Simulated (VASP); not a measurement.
A convergence study with VASP on CdSe (wurtzite): one setting is varied, all else stays as given below, so the limit is that of these other settings. Each run relaxes cell and ions from the cell shown.

```yaml
crystal:
  lattice:
    - [2.15000, -3.72391, 0.00000]
    - [2.15000, 3.72391, 0.00000]
    - [0.00000, 0.00000, 7.01000]
  atoms:
    - { symbol: Cd, position: [0.66667, 0.33333, 0.50000] }
    - { symbol: Cd, position: [0.33333, 0.66667, 0.00000] }
    - { symbol: Se, position: [0.66667, 0.33333, 0.87600] }
    - { symbol: Se, position: [0.33333, 0.66667, 0.37600] }
```

Level of theory: PBE GGA, VASP's PBE PAW potentials (set 64) (plane waves; VASP 6.6.1). The tightest run used: 550 eV cut-off, 10×10×6 Γ-centred mesh, Gaussian smearing of 0.050 eV, potentials Cd Se.

Problem. The settings run are 2×2×1 mesh; 3×3×2 mesh; 4×4×2 mesh; 6×6×3 mesh; 7×7×4 mesh; 8×8×5 mesh; 9×9×5 mesh; 10×10×6 mesh. From which on does the relaxed volume stay within 0.02 Å³/atom of the tightest run?

Solution. From 6×6×3 mesh on: it is off by 0.002 there and by no more than 0.02 in any finer run, while 4×4×2 mesh is off by 0.032.
```tsv
setting	relaxed volume (Å³/atom)	E (eV/atom)	irreducible k-points	difference judged (Å³/atom)
2×2×1 mesh	27.311	-2.6093	2	2.605
3×3×2 mesh	30.141	-2.6998	6	0.225
4×4×2 mesh	29.948	-2.7360	8	0.032
6×6×3 mesh	29.919	-2.7470	14	0.002
7×7×4 mesh	29.916	-2.7483	24	0.001
8×8×5 mesh	29.916	-2.7486	30	0.001
9×9×5 mesh	29.916	-2.7487	36	0.000
10×10×6 mesh	29.916	-2.7488	56	0.000
```

Left out are rungs that failed or repeat a setting and relaxations that didn't move; long series are thinned to 24 rows.

The compound is CdSe in the wurtzite structure.
